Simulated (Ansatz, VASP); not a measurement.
# Cross-check of WS2 (2H-WS2 bilayer, AA) between VASP and Ansatz

Wanted: the spread between two codes on one cell, functional and k mesh. The structure shown is the start of the Ansatz relaxation below; VASP solves that cell, so the two are compared at the walk's first step.

Method: plane waves, with VASP 6.6.1 beside it; single point at r2SCAN with D4, in Ansatz 0.2.0.

### 1. Starting point

The cell holds 6 atoms: 4 S and 2 W. Cell: a = 3.180 Å, b = 3.180 Å, c = 50.951 Å, α = 90.0°, β = 90.0°, γ = 120.0°. Vacuum lies along c.

### 2. Ansatz: relaxation, r2SCAN with D4

Ansatz runs on its PAW soft_1 files.

The two programs are compared at the cell with which this relaxation starts, whose forces are those of its first step.

File input.yaml:

```yaml
crystal:
  lattice:
    - [3.18, 0.0, 0.0]
    - [-1.59, 2.753960784, 0.0]
    - [0.0, 0.0, 50.9512404664]
  atoms:
    - { symbol: S, position: [0.3333333333, 0.6666666667, 0.4023454544] }
    - { symbol: W, position: [0.0, 0.0, 0.4364527716] }
    - { symbol: S, position: [0.3333333333, 0.6666666667, 0.4705600887] }
    - { symbol: S, position: [0.3333333333, 0.6666666667, 0.5294399113] }
    - { symbol: W, position: [0.0, 0.0, 0.5635472284] }
    - { symbol: S, position: [0.3333333333, 0.6666666667, 0.5976545456] }
  periodic: [true, true, false]
kpoints:
  mp_grid: { grid: [12, 12, 1] }
hamiltonian:
  xc: r2scan
  dispersion: d4
  pseudopotentials: { kind: paw, azcp: { folder: soft_1 } }
scf:
  occupations: { method: fermi_dirac, width: 0.05 }
  convergence: { dr2_threshold: 1.0e-09 }
relax:
  f_tol: 0.004
  max_steps: 90
  cell: {}
output:
  write_potential: true
  write_density: true
  volumetric_format: npy
```

Command:

```sh
$ ansatz run input.yaml --threads 4 --pin off --max-ram 6144MiB --backend cpu --events-out ev --progress --plain --runs-dir out
```

Numbers of over 12 decimals in the logs are rounded to 6 here.

The program printed:

```text
Warning: relax.cell: scf.convergence.dr2_threshold = 1e-9 eV is looser than the 1.50734076334e-10 eV advised for a relaxation that steers and ends on the stress (1e-10 eV for each atom of the cell: 6, times the square of relax.cell.stress_2d_tol = 0.05 N/m over 20.0 Å (the atoms' height at the walk's start and 5 Å past either face), 2.506e-2 GPa, over a crystal's default 0.05). What an SCF threshold leaves in a stress goes as its square root, and in the free energy as the threshold itself, and one threshold admits the most on a small cell: [figures from the program's tests cut] Set scf.convergence.dr2_threshold to 1.50734076334e-10 eV or tighter. [rest of the remark cut]
Engine: ansatz 0.2.0, aarch64-unknown-linux-gnu
Pseudopotentials: kind: paw
Pseudopotential: S, paw, valence charge 6, recommended cutoff 500 eV (meta_gga), soft_1/S.paw.azcp
Pseudopotential: W, paw, valence charge 14, recommended cutoff 500 eV (meta_gga), soft_1/W.paw.azcp
Functional definition: r2SCAN
  parameter k0 = 0.174
  parameter k1 = 0.065
  parameter a1 = 4.9479
  exchange = r2scan_x(k0 = k0, k1 = k1, a1 = a1)
  correlation = r2scan_c
Crystal: 6 atoms, lattice volume = 446.210 Å³
Basis set: ecut = 500 eV, 11291 PW (Γ), exchange–correlation on 96×96×1500 points (64 copies of the dense FFT grid, shifted against one another)
Bands: 32, of which v1, the nominal top of the filled ones, is band 26 counted from 1 (25 counted from 0)
Symmetry: 12 space group operations
Space group: P-6m2 (ITA 187), of the structure as read, at distance tolerance 7.6e-5 Å
k-points: 19 of 144 (time reversal used)
Non-local potential: S, projectors of the file, l = 0: 2, l = 1: 2, l = 2: 1
Non-local potential: W, projectors of the file, l = 0: 3, l = 1: 2, l = 2: 2, l = 3: 1
PAW form: soft (Blöchl's): semilocal exchange-correlation on the pseudo side does not see the compensation charge
PAW frozen core: S, regenerated for the run's functional (the file was generated under x = pbe(κ = 0.804, μ = 0.219515), c = pbe(β = 0.066725))
PAW frozen core: W, regenerated for the run's functional (the file was generated under x = pbe(κ = 0.804, μ = 0.219515), c = pbe(β = 0.066725))
PAW one-centre angular grid: S, 302 points (default); XC on 160 Gauss nodes
PAW one-centre angular grid: W, 590 points (default); XC on 160 Gauss nodes
Initial density: superposition of atomic densities (neutral atoms: chi_scale 0, normalization atom)
Initial wavefunctions: pseudopotential atomic-orbital guess
Functional: x = r2scan, c = r2scan; τ floored in thin density (d = 2e-4 eV/Å³)
SCF iter   1: F=—  HF=-24424.881428 eV  |F-HF|=—  |Δ(HF+E_count)|=         —  Δρ=2.24e-2  dr2=2.68e0  dr2_τ=1.91e-1  ethr=3.10e-3  ⟨swp⟩=14.3  Hψ=4798  notcnv=0
preconditioner: auto → Resta (q_TF=auto, 1.907 Å⁻¹)  ε∞=2.6  [insulator: Δε(μ)=1.229 eV  Ē_g=8.453 eV  σ=0.050 eV  W_gap=1.00  n_scr=30 (ndim 8)  ℏωp=10.5 eV  f_vac=0.728  D(μ)=0.00/eV (n_scr^D=0)  ε∞_Penn≈2.6  vacuum switching on, ρ_ref=5.2e-3 e/Å³]
SCF iter   2: F=—  HF=-24424.664271 eV  |F-HF|=—  |Δ(HF+E_count)|=   2.17e-1  Δρ=1.05e-2  dr2=1.15e0  dr2_τ=1.67e-1  ethr=3.10e-3  ⟨swp⟩=4.3  Hψ=1575  notcnv=0  defer=17
SCF iter   3: F=—  HF=-24424.618575 eV  |F-HF|=—  |Δ(HF+E_count)|=   4.57e-2  Δρ=8.42e-3  dr2=5.39e-1  dr2_τ=3.37e-2  ethr=2.21e-3  ⟨swp⟩=3.9  Hψ=1278  notcnv=0  defer=18
SCF iter   4: F=—  HF=-24424.571170 eV  |F-HF|=—  |Δ(HF+E_count)|=   4.74e-2  Δρ=2.19e-3  dr2=1.41e-2  dr2_τ=6.48e-4  ethr=1.04e-3  ⟨swp⟩=3.9  Hψ=1317  notcnv=0  defer=15
SCF iter   5: F=—  HF=-24424.579642 eV  |F-HF|=—  |Δ(HF+E_count)|=   8.47e-3  Δρ=9.10e-4  dr2=3.63e-2  dr2_τ=5.33e-4  ethr=2.71e-5  ⟨swp⟩=4.2  Hψ=1696  notcnv=0  defer=15
SCF iter   6: F=—  HF=-24424.576918 eV  |F-HF|=—  |Δ(HF+E_count)|=   2.72e-3  Δρ=2.87e-4  dr2=5.58e-4  dr2_τ=9.44e-5  ethr=2.71e-5  ⟨swp⟩=2.6  Hψ=868  notcnv=0  defer=15
SCF iter   7: F=—  HF=-24424.577119 eV  |F-HF|=—  |Δ(HF+E_count)|=   2.01e-4  Δρ=1.16e-4  dr2=6.48e-5  dr2_τ=3.05e-6  ethr=1.07e-6  ⟨swp⟩=3.4  Hψ=1404  notcnv=0  defer=15
SCF iter   8: F=—  HF=-24424.577205 eV  |F-HF|=—  |Δ(HF+E_count)|=   8.65e-5  Δρ=2.65e-5  dr2=6.61e-6  dr2_τ=6.87e-7  ethr=1.25e-7  ⟨swp⟩=3.8  Hψ=1559  notcnv=0  defer=15
SCF iter   9: F=—  HF=-24424.577213 eV  |F-HF|=—  |Δ(HF+E_count)|=   7.63e-6  Δρ=1.07e-5  dr2=5.46e-7  dr2_τ=3.89e-8  ethr=1.27e-8  ⟨swp⟩=2.7  Hψ=1139  notcnv=0  defer=15
[...]
SCF iter   8: F=-24425.876885 eV  HF=-24425.876885 eV  |F-HF|=4.00e-11  |Δ(HF+E_count)|=   1.23e-9  Δρ=1.79e-7  dr2=3.21e-10  dr2_τ=3.98e-11  ethr=1.92e-12  ⟨swp⟩=13.9  Hψ=5511  notcnv=0
SCF 6 converged in 8 iterations: F = -24425.876885 eV  dr2 = 3.21e-10
relax step   6: F+E_penalty+E_count = -24425.87688508 eV  Δ(F+E_penalty+E_count) = -5.011e-6 eV  max|allowed force component| = 1.289e-3 eV/Å  Δτ_max = 0.0020 Å  P = -0.003 N/m  Ω = 443.918 Å³  energy of the carried Pulay correction = +9.888e-5 eV  fix = [c, alpha, beta]  reactions: c -0.000 N/m  (8 SCF iters, accepted)
Initial wavefunctions: pseudopotential atomic-orbital guess (no wavefunctions were taken with the density)
iter 1 solved again at ethr=4.57e-7 eV; its pass at ethr=3.10e-3 eV (dr2=2.38e-4 eV) is discarded
SCF iter   1: F=—  HF=-24425.876821 eV  |F-HF|=—  |Δ(HF+E_count)|=         —  Δρ=4.17e-6  dr2=2.49e-8  dr2_τ=6.31e-8  ethr=4.57e-7  ⟨swp⟩=6.9  Hψ=8334  notcnv=0
eigensolver tolerance schedule: the retry pair's looser diagonalisation over-reported the residual by 9544.56 of it (diagonalisation noise at an unbounded share of the residual, at the tolerance the schedule requests for it); recorded, not acted on — ethr = c·dr2/N_el stays at c = 1.0e-1
SCF iter   2: F=—  HF=-24425.876784 eV  |F-HF|=—  |Δ(HF+E_count)|=   3.72e-5  Δρ=1.86e-6  dr2=2.63e-8  dr2_τ=3.25e-9  ethr=4.79e-11  ⟨swp⟩=6.6  Hψ=2618  notcnv=0
SCF iter   3: F=—  HF=-24425.876784 eV  |F-HF|=—  |Δ(HF+E_count)|=   1.97e-9  Δρ=1.19e-6  dr2=2.69e-9  dr2_τ=1.49e-9  ethr=4.79e-11  ⟨swp⟩=2.6  Hψ=918  notcnv=0
SCF iter   4: F=-24425.876784 eV  HF=-24425.876784 eV  |F-HF|=2.18e-10  |Δ(HF+E_count)|=   1.75e-9  Δρ=4.97e-7  dr2=8.19e-10  dr2_τ=1.81e-10  ethr=1.92e-12  ⟨swp⟩=18.1  Hψ=6119  notcnv=0
SCF 7 converged in 4 iterations: F = -24425.876784 eV  dr2 = 8.19e-10
  greatest PAW one-centre occupation: 1.000 electrons in one spin orbital (limit 2), on the W atom at site 1 (counted from 0), in its partial waves of l = 0
relax step   7: F+E_penalty+E_count = -24425.87678382 eV  Δ(F+E_penalty+E_count) = +1.013e-4 eV  max|allowed force component| = 1.287e-3 eV/Å  Δτ_max = 0.0000 Å  P = -0.003 N/m  Ω = 443.918 Å³  fix = [c, alpha, beta]  reactions: c -0.000 N/m  stress off target by 3.48e-3 N/m on what of the cell is left free  SCF on the basis re-selected at this cell (its energy is not comparable with the rows above)  (4 SCF iters)
basis re-selected at this cell: Δ(F+E_penalty+E_count) = +1.013e-4 eV, ΔP = -0.000 N/m vs the last step (what re-selecting the basis moved, of the pressure what is left beyond the Pulay correction that the steps carried, after the strain that the cell walked since its last selection, with what the two solves' SCF thresholds leave and, on support functions, any second-order correction that the steps lacked; it is no m [...]
WARN: The output density's exchange-correlation potential varies sharply where the density is thin. Do not read a vacuum level from v_tot or v_xc, or from such a field of the output density. On a cell that repeats whose density bears no net charge and no dipole along the vacuum's axis use v_es (v_loc + v_h of the components); under efield.dipole_correction with no amplitude use v_es + v_field, which holds any externa [...]
SCF converged after 4 iterations
Free energy (F): -24425.876784 eV
Harris-Foulkes:  -24425.876784 eV  (|F-HF|=2.18e-10)
Internal energy: -24425.876784 eV  (E = F + TS)
E sigma→0 (E₀):  -24425.876784 eV
Fermi energy:    -4.852277 eV
--- Per-component energies (eV) ---
  E_band       = -1288.939749
  E_kinetic    = 1269.774530
  E_local      = -244377.273319  (includes V_loc(G=0)·N_el)
  E_nonlocal   = 87.531351
  E_hartree    = 121465.226945
  E_xc         = -838.027537
  E_vxc        = -863.942415  (∫ρ·V_xc dr)
  E_paw        = -19683.394619  (= ΣΔE_a)
  E_vpaw       = -379.248439  (= ΣTr[D̂ρ^β])
  E_aug_tail   = 0.000134  (compensation charges beyond the density's cutoff)
  E_vtau       = 43.767752  (kinetic-family band-sum trace: ∫τ·v_τ [+ j·A + Jᵃ·Aᵃ] dr)
  E_ewald      = 117652.638185
  E_disp       = -0.737079  (pairwise vdW)
  E_core_change = -1.615374  (= ΣΔE_core)
  E_smearing   = -0.000000  (= −TS)
  E_closure    = -0.000000  (closes the sum)
  Σ components = -24425.876784   (vs F -24425.876784, Δ=0.00e0)
--- Forces (eV/Å), atoms counted from 1 ---
  atom   1  S      0.00000000    -0.00000000     0.00128747
  atom   2  W      0.00000000     0.00000000    -0.00066352
  atom   3  S     -0.00000000    -0.00000000     0.00001834
  atom   4  S      0.00000000     0.00000000    -0.00001834
  atom   5  W      0.00000000     0.00000000     0.00066352
  atom   6  S      0.00000000    -0.00000000    -0.00128747
  max |Σ_I F_I| component: 2.96e-16 eV/Å
--- 2D stress c σ (N/m, compression-positive) ---
       -0.003481       0.000000       0.000000
       -0.000000      -0.003481      -0.000000
        0.000000      -0.000000      -0.000000
  P = ½ c Tr σ = -0.0035 N/m
--- Band table (eV; the first three rows and the last of 19) ---
  k-point 0: bands = [... 22 lower, -7.6695, -7.6695, -6.1012, -5.6922, -2.8201, -2.8201, -2.7978, -2.7978, ... 2 higher]
  k-point 1: bands = [... 22 lower, -7.5557, -7.3177, -6.1433, -5.7906, -2.9953, -2.8997, -2.8971, -2.8207, ... 2 higher]
  k-point 2: bands = [... 22 lower, -7.5805, -7.2585, -6.3700, -6.1572, -3.4704, -3.1982, -3.0169, -2.9837, ... 2 higher]
  k-point 18: bands = [... 22 lower, -8.5760, -8.2861, -5.9495, -5.9172, -3.9684, -3.9680, -2.4701, -2.2049, ... 2 higher]
  the weakly bound empty levels are not read free of the cell's end (no_gap_told)
--- Relaxed structure (6 steps of the walk, 6 accepted, 1 SCFs on fresh bases) ---
  F+E_penalty+E_count = -24425.87678382 eV   max|allowed force component| = 1.287e-3 eV/Å   (the final SCF, on the basis selected at the relaxed cell)
  cell:  # Å, volume = 443.9184 Å³
    - [3.171823, -4.539342053515813e-19, 0]
    - [-1.585911, 2.746879, 0]
    - [0, 0, 50.9512404664]
  atoms:
    - { symbol: S, position: [0.333333, 0.666667, 0.402036] }
    - { symbol: W, position: [1.117862178621392e-18, -2.878355989888597e-17, 0.432682] }
    - { symbol: S, position: [0.333333, 0.666667, 0.463318] }
    - { symbol: S, position: [0.333333, 0.666667, 0.536682] }
    - { symbol: W, position: [-1.117862178621389e-18, -2.8783559898885975e-17, 0.567318] }
    - { symbol: S, position: [0.333333, 0.666667, 0.597964] }
```

In the SCF lines HF is the Harris–Foulkes energy and dr2 the Hartree energy of the density residual, in eV; the loop may stop once dr2 is under the threshold and the program's other checks hold. Hψ counts applications of the Hamiltonian.

(Part 1 of 2 ends here.)

[Lines on the potential files, build, host, timing and source positions are cut from VASP's logs without a mark.]

[Logs are printed without paths, hosts, clocks, repeated set-up lines and the standing remarks that a program may print on its own settings, such as how far it seeks lower states.]

[Hosts, paths, dates, database ids (printed as entryN), source tags and the programs' standing remarks are cut or masked in the printed files.]
